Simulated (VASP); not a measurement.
```
CELL_PARAMETERS angstrom
      1.61362    -2.79487     0.00000
      1.61362     2.79487     0.00000
      0.00000     0.00000    12.26109
ATOMIC_POSITIONS crystal
  W  0.33333 0.66667 0.25000
  W  0.66667 0.33333 0.75000
  Se 0.33333 0.66667 0.88807
  Se 0.66667 0.33333 0.38807
  Se 0.66667 0.33333 0.11193
  Se 0.33333 0.66667 0.61193
```

Computed with PBE GGA, VASP's PBE PAW potentials (set 64) (plane waves; VASP). Run with 500 eV cut-off, 8×8×2 Γ-centred mesh, Gaussian smearing of 0.050 eV, potentials W_sv Se.

Energy and stress use the plane-wave basis of the starting cell. Without a dispersion term in the relaxation, distances and binding between the weakly bound layers, chains or molecules are unreliable, and so is what depends on them.

The ions, cell shape and volume at an external pressure of 20.0 GPa are relaxed. What does this cell relax into?

```
CELL_PARAMETERS angstrom
      1.57766    -2.73258     0.00000
      1.57766     2.73258     0.00000
      0.00000     0.00000    11.86449
ATOMIC_POSITIONS crystal
  W  0.33333 0.66667 0.25000
  W  0.66667 0.33333 0.75000
  Se 0.33333 0.66667 0.89338
  Se 0.66667 0.33333 0.39338
  Se 0.66667 0.33333 0.10662
  Se 0.33333 0.66667 0.60662
```
Space group P6_3/mmc (194), at a tolerance of 0.03 Å.

How do energy and volume change from the first to the last step?

The energy (σ→0) changes by +126.2 meV/atom and the volume by -7.5 %, in 11 ionic steps.

| step | E(σ→0) (eV) | max force (eV/Å) | pressure (GPa) | volume (Å³) |
|---|---|---|---|---|
| 1 | -42.7173 | 0.002 | 9.99 | 110.59 |
| 2 | -39.5138 | 3.554 | 55.11 | 93.16 |
| 3 | -42.2571 | 0.811 | 19.51 | 105.53 |
| 4 | -42.2325 | 0.847 | 19.90 | 105.33 |
| 5 | -42.0699 | 0.275 | 20.01 | 103.40 |
| 6 | -42.0064 | 0.115 | 20.08 | 102.86 |
| 7 | -41.9824 | 0.020 | 19.96 | 102.49 |
| 8 | -41.9664 | 0.020 | 19.93 | 102.35 |
| 9 | -41.9651 | 0.023 | 19.92 | 102.34 |
| 10 | -41.9493 | 0.029 | 20.34 | 102.21 |
| 11 | -41.9598 | 0.005 | 20.06 | 102.30 |

The compound is WSe2 in the 2H layered structure. This run relaxes it under an external pressure of 20 GPa. Symmetry was kept, so distortions that lower it aren't found.
